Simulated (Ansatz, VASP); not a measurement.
# Cross-check of Nb between VASP and Ansatz, part 2 of 2

Aim: how closely do two programs agree when they are given the same cell, functional and k mesh? Of the first pair: The cell is taken from a series of runs on this material, whose earlier steps may have relaxed, scaled, displaced or heated it; both programs get it as it stands.

VASP 6.6.1 and Ansatz 0.2.0.

So far: The starting structure; VASP: relaxation of cell and atoms, PBEsol; Ansatz: relaxation of cell and atoms, PBEsol; Differences; Ansatz: relaxation, PBEsol.

### 6. VASP: single point, PBEsol, pair 2

Level of this step: PBEsol; plane waves and PAW (Nb_sv) (VASP).

The same cell, functional, mesh and smearing now go to VASP, with its own data sets.

INCAR

```
SYSTEM = Nb
PREC = Accurate
ENCUT = 500
EDIFF = 1E-06
NELM = 120
ISMEAR = -1
SIGMA = 0.05
LREAL = .FALSE.
ALGO = Normal
GGA = PS
NBANDS = 12
LASPH = .TRUE.
LORBIT = 11
LWAVE = .FALSE.
LCHARG = .FALSE.
ISIF = 2
GGA_COMPAT = .FALSE.
KPAR = 2
```

POSCAR

```
Nb
1.0
   -1.6220301574      1.6220301574      1.6220301574
    1.6220301574     -1.6220301574      1.6220301574
    1.6220301574      1.6220301574     -1.6220301574
Nb
1
Direct
    0.0000000000      0.0000000000      0.0000000000
```

KPOINTS

```
Automatic mesh
0
Gamma
19 19 19
0 0 0
```

The projector-augmented-wave data sets are Nb_sv (PBE family, release 64).

Launch:

```sh
$ mpirun -np 2 vasp_std
```

Numbers of over 12 decimals in the logs are rounded to 6 here.

Log:

```text
[banner, memory and clock lines left out]
running    2 mpi-ranks, on    1 nodes
[...]
[... a notice as in an earlier step ...]

 LDA part: xc-table for (Slater+PW92), standard interpolation
 POSCAR, INCAR and KPOINTS ok, starting setup
[...]
entering main loop
       N       E                     dE             d eps       ncg     rms          rms(c)
DAV:   1     0.112165522487E+03    0.11217E+03   -0.71697E+03  5320   0.106E+03
DAV:   2    -0.690844483166E+01   -0.11907E+03   -0.11482E+03  5668   0.382E+02
DAV:   3    -0.111293442655E+02   -0.42209E+01   -0.40455E+01  7564   0.632E+01
DAV:   4    -0.113885690023E+02   -0.25922E+00   -0.25774E+00  7472   0.140E+01
[...]
DAV:  10    -0.109531568473E+02   -0.15693E-04   -0.23378E-05  6308   0.574E-02    0.164E-02
DAV:  11    -0.109531528870E+02    0.39603E-05   -0.63475E-06  7120   0.420E-02    0.286E-03
DAV:  12    -0.109531526845E+02    0.20250E-06   -0.22713E-07  3804   0.619E-03
   1 F= -.10953153E+02 E0= -.10947693E+02  d E =-.109189E-01
```

Parts of OUTCAR (step 6):

```text
  Total        0.4903511      0.4903511      0.4903511      0.0000000      0.0000000      0.0000000
  in kB       46.0236378     46.0236378     46.0236378      0.0000000      0.0000000      0.0000000
  external PRESSURE =      46.0236378 kB  Pullay stress =       0.0000000 kB

 POSITION                                       TOTAL-FORCE (eV/Angst)
 -----------------------------------------------------------------------------------
      0.00000      0.00000      0.00000        -0.000000     -0.000000      0.000000
 -----------------------------------------------------------------------------------
    total drift:                                0.000000     -0.000000     -0.000000

  FREE ENERGIE OF THE ION-ELECTRON SYSTEM (eV)
  ---------------------------------------------------
  free  energy   TOTEN  =       -10.9531526845 eV

  energy  without entropy=      -10.9422338334  energy(sigma->0) =      -10.94769326

[... 1 part as in an earlier step ...]

[... 2 further parts left out ...]
[key lines of the parts left out:]
E-fermi :  11.8122
```

The run ends at a pressure of 4.60 GPa.

### 7. Comparison

What differs besides the data sets and the points named for the pairs above, as far as they apply: Ansatz's pressure holds a Pulay correction, VASP's none. Total energies have different zeros and are not compared.

Compared:

| quantity | Ansatz | VASP | difference |
| --- | --- | --- | --- |
| pressure (GPa) | 4.99 | 4.60 | +0.39 |

### 8. Ansatz: relaxation, PBEsol

This run makes the geometry at which the two programs are then compared. The cell compared in this pair holds 17.92 Å³, against 17.07 Å³ for the pair before.

The structure compared here is the end of the Ansatz relaxation.

input.yaml

```yaml
crystal:
  lattice:
    - [-1.636292346, 1.636292346, 1.636292346]
    - [1.636292346, -1.636292346, 1.636292346]
    - [1.636292346, 1.636292346, -1.636292346]
  atoms:
    - { symbol: Nb, position: [0.0, 0.0, 0.0] }
kpoints:
  mp_grid: { grid: [19, 19, 19] }
scf:
  occupations: { method: fermi_dirac, width: 0.05 }
hamiltonian:
  xc: pbesol
  pseudopotentials: { kind: paw, azcp: { folder: soft_1 }, xc_functional: pbe }
basis:
  ecutwfc: 600
output:
  forces: true
  stress: true
  write_density: true
  write_potential: true
  elf: true
  volumetric_format: npy
relax:
  f_tol: 0.005
  max_steps: 70
  cell: { stress_tol: 0.02, p_target: -4 }
```

Launch:

```sh
$ ansatz run input.yaml --threads 4 --pin off --max-ram 10240MiB --backend cpu --events-out ev --progress --plain --runs-dir out
```

Log:

```text
[...]
Crystal: 1 atoms, lattice volume = 17.524 Å³
Basis set: ecut = 600 eV, 603 PW (Γ), exchange–correlation on 48×48×48 points (8 copies of the dense FFT grid, shifted against one another)
Bands: 11, of which v1, the nominal top of the filled ones, is band 7 counted from 1 (6 counted from 0)
Symmetry: 48 space group operations
[...]
k-points: 220 of 6859
[...]
k-point 219: bands = [... 3 lower, -12.7428, 14.0207, 14.0404, 23.1904, 23.1904, 23.3735, 26.6853, 27.1404]
--- Relaxed structure (4 steps of the walk, 3 accepted, 1 SCFs on fresh bases) ---
[...]
cell:  # Å, volume = 17.9222 Å³
    - [-1.648580, 1.648580, 1.648580]
    - [1.648580, -1.648580, 1.648580]
    - [1.648580, 1.648580, -1.648580]
  atoms:
    - { symbol: Nb, position: [0.0, 0.0, 0.0] }
[key lines of the parts left out:]
SCF converged after 4 iterations
Free energy (F): -4495.485694 eV
Fermi energy:    17.760736 eV
P = ⅓ Tr σ = -4.0077 GPa (-40.077 kbar)
```

### 9. VASP: single point, PBEsol, pair 3

The same cell, functional, mesh and smearing now go to VASP, with its own data sets.

INCAR is that of step 6.

POSCAR

```
Nb
1.0
   -1.6485803112      1.6485803112      1.6485803112
    1.6485803112     -1.6485803112      1.6485803112
    1.6485803112      1.6485803112     -1.6485803112
Nb
1
Direct
    0.0000000000      0.0000000000      0.0000000000
```

KPOINTS is that of step 6.

Launch:

```sh
$ mpirun -np 2 vasp_std
```

Log:

```text
[... set-up lines as in an earlier step ...]
 entering main loop
       N       E                     dE             d eps       ncg     rms          rms(c)
DAV:   1     0.110992831011E+03    0.11099E+03   -0.71478E+03  5352   0.105E+03
DAV:   2    -0.689597350993E+01   -0.11789E+03   -0.11348E+03  5740   0.377E+02
DAV:   3    -0.111995944203E+02   -0.43036E+01   -0.41089E+01  7668   0.634E+01
DAV:   4    -0.114384809604E+02   -0.23889E+00   -0.23721E+00  7312   0.137E+01
[...]
DAV:  10    -0.109541198096E+02   -0.14474E-04   -0.19212E-05  6348   0.532E-02    0.130E-02
DAV:  11    -0.109541163136E+02    0.34960E-05   -0.51259E-06  6888   0.382E-02    0.284E-03
DAV:  12    -0.109541161712E+02    0.14242E-06   -0.23107E-07  3596   0.611E-03
   1 F= -.10954116E+02 E0= -.10948245E+02  d E =-.117417E-01
```

Parts of OUTCAR (step 9):

```text
  Total       -0.4877026     -0.4877026     -0.4877026     -0.0000000     -0.0000000      0.0000000
  in kB      -43.5988841    -43.5988841    -43.5988841     -0.0000000     -0.0000000      0.0000000
  external PRESSURE =     -43.5988841 kB  Pullay stress =       0.0000000 kB

 POSITION                                       TOTAL-FORCE (eV/Angst)
 -----------------------------------------------------------------------------------
      0.00000      0.00000      0.00000         0.000000      0.000000      0.000000
 -----------------------------------------------------------------------------------
    total drift:                                0.000000      0.000000     -0.000000

  FREE ENERGIE OF THE ION-ELECTRON SYSTEM (eV)
  ---------------------------------------------------
  free  energy   TOTEN  =       -10.9541161712 eV

  energy  without entropy=      -10.9423745197  energy(sigma->0) =      -10.94824535

[... 1 part as in an earlier step ...]

[... 2 further parts left out ...]
[key lines of the parts left out:]
E-fermi :  11.1156
```

The run ends at a pressure of -4.36 GPa.

### 10. Side by side

Compared:

| quantity | Ansatz | VASP | difference |
| --- | --- | --- | --- |
| pressure (GPa) | -4.01 | -4.36 | +0.35 |

### 11. What came out

```
difference in volume (relaxation of cell and atoms, PBEsol) : 0.20 %
difference in pressure (single point, PBEsol, pair 2)       : 0.39 GPa
difference in pressure (single point, PBEsol, pair 3)       : 0.35 GPa
```

The difference in pressure is 0.39 GPa (single point, PBEsol, pair 2), within the 1 GPa picked in this series as the mark of a large difference. 4 further runs of this series are not shown here. How closely two codes agree says nothing of how well the functional describes the real material.

[Lines on the potential files, build, host, timing and source positions are cut from VASP's logs without a mark.]

[Logs are printed without paths, hosts, clocks, repeated set-up lines and the standing remarks that a program may print on its own settings, such as how far it seeks lower states.]

[Hosts, paths, dates, database ids (printed as entryN), source tags and the programs' standing remarks are cut or masked in the printed files.]
